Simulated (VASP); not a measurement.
## LiBiS3: relaxation of cell and atoms with PBE

The system is LiBiS3.

```
Li Bi S
1.0
     4.56144    0.00000    0.00000
     0.00000    4.56144    0.00000
     0.00000    0.00000    4.56144
Li Bi S
1 1 3
Direct
  0.50000 0.50000 0.50000
  0.00000 0.00000 0.00000
  0.50000 0.50000 0.00000
  0.00000 0.50000 0.50000
  0.50000 0.00000 0.50000
```

The cell was built by a generator and needn't be a form met in nature.

```
Program                : VASP 6.6.1
Task                   : relaxation of cell and atoms
Functional             : PBE
Potentials or basis    : VASP PAW PBE potentials, release 64 (Li_GW, Bi_d_GW, S_GW)
Cutoff                 : 900 eV
k mesh                 : 5 × 5 × 5
Occupations            : fermi-dirac, width 0.05 eV
Spin                   : no spin polarisation
Further INCAR settings : ALGO = Normal; EDIFF = 1e-06; IBRION = 2; EDIFFG = -0.01; NSW = 40; ISIF = 3
```

The pressure after relaxing is 0.1 GPa and the band gap on the k mesh is none (metal or under the smearing width).

Final structure:
```yaml
crystal:
  lattice:
    - [4.56144, 0.00000, 0.00000]
    - [0.00000, 4.56144, 0.00000]
    - [0.00000, 0.00000, 4.56144]
  atoms:
    - { symbol: Li, position: [0.50000, 0.50000, 0.50000] }
    - { symbol: Bi, position: [0.00000, 0.00000, 0.00000] }
    - { symbol: S, position: [0.50000, 0.50000, 0.00000] }
    - { symbol: S, position: [0.00000, 0.50000, 0.50000] }
    - { symbol: S, position: [0.50000, 0.00000, 0.50000] }
```

Levels at points of the mesh, in eV from the Fermi level:
| k point | band 16 | band 17 | band 18 | band 19 | band 20 | band 21 | band 22 |
| --- | --- | --- | --- | --- | --- | --- | --- |
| (0.00, 0.00, 0.00) | -0.92 | -0.43 | -0.43 | -0.43 | 3.67 | 3.67 | 3.67 |

Wall time 48 s on 1 thread of AMD EPYC 9R45 (Zen 5), on a shared host, peak memory 0.34 GiB.

Caveat: the relaxation stopped at its first step, so nothing moved; spin-orbit coupling is left out, which moves the levels of the heavy elements.
